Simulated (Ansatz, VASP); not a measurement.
# Ba7Si17O41 in two plane-wave programs, part 2 of 2

Wanted: the spread between two codes on one cell, functional and k mesh. The structure shown is frame 133 of Ansatz's trajectory.

VASP 6.6.1 and Ansatz 0.2.0.

So far: Set-up; Ansatz: dynamics, PBE.

**3. VASP: single point, PBE**

Level of this step: PBE; plane waves and PAW (Si, Ba_sv, O) (VASP).

The same cell, functional, mesh and smearing now go to VASP, with its own data sets.

Lines of VASP's logs that name or quote its potential files are left out, and so is its time.

INCAR reads:

```
SYSTEM = Ba7Si17O41
PREC = Accurate
ENCUT = 520
EDIFF = 1E-06
NELM = 120
ISMEAR = -1
SIGMA = 0.025
LREAL = Auto
ALGO = Normal
GGA = PE
NBANDS = 240
LORBIT = 11
LWAVE = .FALSE.
LCHARG = .FALSE.
ISIF = 2
LASPH = .TRUE.
GGA_COMPAT = .FALSE.
EFERMI = MIDGAP
NCORE = 2
```

POSCAR reads:

```
Ba7Si17O41
1.0
   10.0337100000      0.0000000000      0.0000000000
    0.0000000000     10.0337100000      0.0000000000
    0.0000000000      0.0000000000     10.0337100000
Si Ba O
17 7 41
Direct
    0.1185005347      0.0068658552      0.4174826659
    0.4678329352      0.1945242587      0.2964905304
    0.2365625477      0.2483627691      0.5177845483
    0.0236901405      0.4713610419      0.5435975327
    0.5313388567      0.7256837202      0.2177360119
    0.9466986788      0.0584330223      0.9124740500
    0.9163410144      0.3463325131      0.3055400246
    0.2699499986      0.8364104603      0.6351190138
    0.3049819060      0.2459508995      0.0333874509
    0.7132456489      0.5017785047      0.1093314437
    0.6853197870      0.2269150693      0.9390245482
    0.2903113604      0.7292716254      0.0560709847
    0.1525956002      0.0067173558      0.1126701888
    0.5488797264      0.7009471073      0.5348569971
    0.8442241205      0.0658579927      0.3851715866
    0.2472564983      0.1100091591      0.7855319717
    0.6275943793      0.9953945251      0.1699371419
    0.9436888250      0.7168136213      0.2451635537
    0.3889986854      0.4873172535      0.7688083471
    0.6047812823      0.9586085306      0.7340355661
    0.6977478919      0.3269279260      0.5791377267
    0.2820791113      0.5022668584      0.3144599555
    0.0154678579      0.4670854549      0.9931321515
    0.9268057379      0.7370852855      0.7222851767
    0.7952591813      0.0972621294      0.5297641650
    0.2315793460      0.8817974608      0.0453172356
    0.1871192211      0.7163352339      0.7007976113
    0.8465263596      0.1979925671      0.8991290360
    0.5997482487      0.8359918714      0.1252378233
    0.8605291562      0.9359449296      0.8500345336
    0.6904624511      0.0961957242      0.0599379492
    0.9721339365      0.4705936289      0.6949971646
    0.9291478426      0.3676008176      0.4615740339
    0.2788001646      0.2147859565      0.6694632394
    0.6007050234      0.2500470913      0.3665942109
    0.0298394113      0.6088077092      0.4663080755
    0.4288443656      0.7903656773      0.6088276420
    0.3638733828      0.6869542771      0.9342107755
    0.6126049089      0.2107296304      0.7979700430
    0.1382439795      0.6513144191      0.0874352558
    0.3352797719      0.2272638934      0.4014367567
    0.2107993952      0.8962786447      0.4982404315
    0.4859917219      0.0447690834      0.2426420536
    0.5716529579      0.5638791633      0.1689604344
    0.8135375649      0.6038344740      0.0538385104
    0.1936771144      0.9948364065      0.2705579492
    0.0430548621      0.4057522093      0.2357652354
    0.2714848247      0.3901448218      0.9788213931
    0.0863289850      0.1020858685      0.8327627567
    0.1701663692      0.3904338475      0.5076985482
    0.5589557601      0.7261521411      0.3751154857
    0.3704811082      0.7265607637      0.2022482212
    0.4336980040      0.2599536961      0.1483299796
    0.2909691430      0.9559076354      0.7342448606
    0.9588576907      0.9523695622      0.4075860275
    0.9933424426      0.9958141106      0.0559015559
    0.5234554317      0.5384648350      0.5638392977
    0.9046205242      0.1863617745      0.2911286055
    0.3420270269      0.1481007524      0.9030458325
    0.7939137169      0.4277081957      0.2375691544
    0.1858833871      0.1668475569      0.1025742223
    0.7248664751      0.9831458155      0.3015036313
    0.1146933687      0.1443035527      0.4968750343
    0.6905621151      0.3880817763      0.9842331501
    0.6875024293      0.7601375762      0.6073526143
```

KPOINTS reads:

```
Automatic mesh
0
Gamma
1 1 1
0 0 0
```

Potentials, in the order of the species: Si, Ba_sv and O (PBE family, release 64).

Launch:

```bash
$ mpirun -np 8 vasp_gam
```

Numbers of over 12 decimals in the logs are rounded to 6 here.

What it wrote:

```text
[banner, memory and clock lines left out]
running    8 mpi-ranks, on    1 nodes
[...]
LDA part: xc-table for (Slater+PW92), standard interpolation
 POSCAR, INCAR and KPOINTS ok, starting setup
[...]
entering main loop
       N       E                     dE             d eps       ncg     rms          rms(c)
DAV:   1     0.378469800095E+04    0.37847E+04   -0.22180E+05   480   0.156E+03
DAV:   2    -0.194511924083E+03   -0.39792E+04   -0.38288E+04   608   0.372E+02
DAV:   3    -0.545872224874E+03   -0.35136E+03   -0.34898E+03   560   0.120E+02
DAV:   4    -0.557586750880E+03   -0.11715E+02   -0.11673E+02   616   0.206E+01
[...]
DAV:  16    -0.483669675186E+03    0.11279E-04   -0.84079E-05   632   0.327E-02    0.135E-02
DAV:  17    -0.483669676546E+03   -0.13600E-05   -0.45224E-05   560   0.170E-02    0.971E-03
DAV:  18    -0.483669676337E+03    0.20875E-06   -0.56604E-06   544   0.591E-03
   1 F= -.48366968E+03 E0= -.48366968E+03  d E =0.000000E+00
```

Parts of OUTCAR (step 3):

```text
  Total        9.0466252     21.7432641     24.6113833      6.9410978      1.8492369     -6.0261882
  in kB       14.3486997     34.4866246     39.0357001     11.0091582      2.9330435     -9.5580356
  external PRESSURE =      29.2903415 kB  Pullay stress =       0.0000000 kB

 POSITION                                       TOTAL-FORCE (eV/Angst)
 -----------------------------------------------------------------------------------
      1.18900      0.06889      4.18890         0.176915     -2.980525     -0.639544
      4.69410      1.95180      2.97490         1.566907      1.379495      0.455489
      2.37360      2.49200      5.19530        -2.567138     -1.698740      1.323285
      0.23770      4.72950      5.45430        -0.282984      0.214846      1.027643
      5.33130      7.28130      2.18470        -0.078573     -2.936921     -0.204159
      9.49890      0.58630      9.15550        -2.255102      0.115651     -1.898450
      9.19430      3.47500      3.06570         0.303713     -0.366249     -1.583918
      2.70860      8.39230      6.37260        -0.298974     -3.493600      0.064687
      3.06010      2.46780      0.33500         2.163945      0.909196      0.485147
      7.15650      5.03470      1.09700        -1.547669     -2.696331      1.155849
      6.87630      2.27680      9.42190         2.877254     -0.649018      0.434617
      2.91290      7.31730      0.56260        -5.311901      0.486280      2.193489
      1.53110      0.06740      1.13050        -0.404144     -0.421715     -0.039990
      5.50730      7.03310      5.36660         1.925320     -1.188588      2.136984
[...]
-----------------------------------------------------------------------------------
    total drift:                                0.025149      0.005252     -0.021854

  FREE ENERGIE OF THE ION-ELECTRON SYSTEM (eV)
  ---------------------------------------------------
  free  energy   TOTEN  =      -483.6696763373 eV

  energy  without entropy=     -483.6696763373  energy(sigma->0) =     -483.66967634

[... 3 further parts left out ...]
[key lines of the parts left out:]
E-fermi :   3.5762
```

Harder data sets than Ba_sv exist (the GW ones), and pressures, volumes and forces can shift noticeably with them.

**4. Comparison**

Known differences besides the potentials themselves: the cutoff is 420 eV in Ansatz and 520 eV in VASP (PREC = Accurate, projectors in real space). Total energies have different zeros and are not compared.

Forces on 10 of the 65 atoms, those with the largest forces and the largest differences (eV/Å; atoms numbered as in POSCAR):

```
atom          Ansatz x, y, z            VASP x, y, z
 Si3   -2.567, -1.732, 1.304   -2.567, -1.699, 1.323
 Si8   -0.384, -3.491, 0.102   -0.299, -3.494, 0.065
Si12    -5.267, 0.469, 2.141    -5.312, 0.486, 2.193
Si16  -2.761, -3.611, -0.293  -2.769, -3.645, -0.305
Ba21     0.419, 0.050, 0.180     0.442, 0.244, 0.366
Ba23   0.579, -1.514, -1.571   0.519, -1.755, -1.876
 O38   2.941, -1.643, -3.205   2.990, -1.600, -3.220
 O40     2.080, 0.760, 0.831     2.283, 0.936, 0.858
 O41   2.652, -0.232, -2.246   2.714, -0.267, -2.284
 O54     0.405, 4.126, 2.086     0.391, 4.173, 2.094
```

The forces differ by 63 meV/Å r.m.s., which is 4.6 % of the r.m.s. force of 1.348 eV/Å (both taken over all components).

**5. Outcome**

| Quantity | Value |
| --- | --- |
| r.m.s. force difference (single point, PBE) | 4.6 % of the r.m.s. force |

What this shows: The r.m.s. force difference is 4.6 % of the r.m.s. force (single point, PBE), beyond the 3 % picked in this series as the mark of a large difference. What causes the difference of the single point, PBE pair stays open here. 2 further runs of this series are not shown here. Such differences can come from data sets, numerical settings and the points named under the comparisons, not from the functional's error against experiment.

[Lines on the potential files, build, host, timing and source positions are cut from VASP's logs without a mark.]

[Logs are printed without paths, hosts, clocks, repeated set-up lines and the standing remarks that a program may print on its own settings, such as how far it seeks lower states.]

[Hosts, paths, dates, database ids (printed as entryN), source tags and the programs' standing remarks are cut or masked in the printed files.]
